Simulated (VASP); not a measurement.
Method: PBE0 hybrid, VASP's PBE PAW potentials (set 64) (plane waves; VASP).

Input for VASP

### KPOINTS
```
Regular mesh
0
gamma
6 6 6
```

INCAR:
```
# general
SYSTEM   = ZnS
PREC     = Accurate
ENCUT    = 520
LREAL    = .FALSE.
LASPH    = .TRUE.
ISYM     = 3

# electronic loop
EDIFF    = 1E-6
NELM     = 60
ALGO     = Normal
LMAXMIX  = 4

# smearing
ISMEAR   = 0
SIGMA    = 0.05

# functional
GGA      = PE
LHFCALC  = .TRUE.
AEXX     = 0.25
HFRCUT   = -1
PRECFOCK = Fast

# ions
ISIF     = 2

# output
LWAVE    = .FALSE.
LCHARG   = .FALSE.
```

File POSCAR:
```
ZnS
1
    0.0000000000     2.6393618728     2.6393618728
    2.6393618728     0.0000000000     2.6393618728
    2.6393618728     2.6393618728     0.0000000000
Zn S
1 1
Direct
  0.0000000000   0.0000000000   0.0000000000
  0.2500000000   0.2500000000   0.2500000000
```

POTCAR, in this order: Zn S (PBE.64 set). Program: vasp_std. Read from the step before: WAVECAR.

What VASP printed:

OSZICAR:
```
       N       E                     dE             d eps       ncg     rms          rms(c)
DAV:   1    -0.887577333104E+01   -0.88758E+01   -0.55680E-01   510   0.320E+01    0.162E+00
DAV:   2    -0.886179802211E+01    0.13975E-01   -0.20016E-01   507   0.106E+01    0.762E-01
DAV:   3    -0.886318611462E+01   -0.13881E-02   -0.23794E-02   506   0.314E+00    0.506E-01
DAV:   4    -0.886337185917E+01   -0.18574E-03   -0.26131E-03   451   0.664E-01    0.289E-01
DAV:   5    -0.886331053823E+01    0.61321E-04   -0.18935E-04   611   0.243E-01    0.174E-01
DAV:   6    -0.886330047692E+01    0.10061E-04   -0.43544E-05   486   0.628E-02    0.102E-01
DAV:   7    -0.886329383633E+01    0.66406E-05   -0.42085E-06   431   0.352E-02    0.588E-02
DAV:   8    -0.886329035951E+01    0.34768E-05   -0.92760E-07   278   0.119E-02    0.320E-02
DAV:   9    -0.886328876540E+01    0.15941E-05   -0.50576E-07   238   0.675E-03    0.160E-02
DAV:  10    -0.886328798827E+01    0.77714E-06   -0.13528E-07   233   0.418E-03
   1 F= -.88632880E+01 E0= -.88632880E+01  d E =-.716963E-14
```

### OUTCAR
```
------------------------ aborting loop because EDIFF is reached ----------------------------------------
  FORCE on cell =-STRESS in cart. coord.  units (eV):
  Direction    XX          YY          ZZ          XY          YZ          ZX
  --------------------------------------------------------------------------------------
  Total        1.6374677      1.6374677      1.6374677      0.0000000      0.0000000      0.0000000
  in kB       71.3438444     71.3438444     71.3438444      0.0000000      0.0000000      0.0000000
  external PRESSURE =      71.3438444 kB  Pullay stress =       0.0000000 kB
  volume of cell :       36.77
      direct lattice vectors                 reciprocal lattice vectors
     0.000000000  2.639361873  2.639361873    -0.189439730  0.189439730  0.189439730
     2.639361873  0.000000000  2.639361873     0.189439730 -0.189439730  0.189439730
     2.639361873  2.639361873  0.000000000     0.189439730  0.189439730 -0.189439730
  FREE ENERGIE OF THE ION-ELECTRON SYSTEM (eV)
  ---------------------------------------------------
  free  energy   TOTEN  =        -8.8632879883 eV

  energy  without entropy=       -8.8632879883  energy(sigma->0) =       -8.86328799

  exchange ACFDT corr.  =         0.00000000  see jH, gK, PRB 81, 115126
```
(Selected blocks of OUTCAR.)

The compound is ZnS in the zinc blende structure. This cell is one point of a volume scan, at 0.91 of the reference volume. The cell's shape comes from a PBE relaxation.
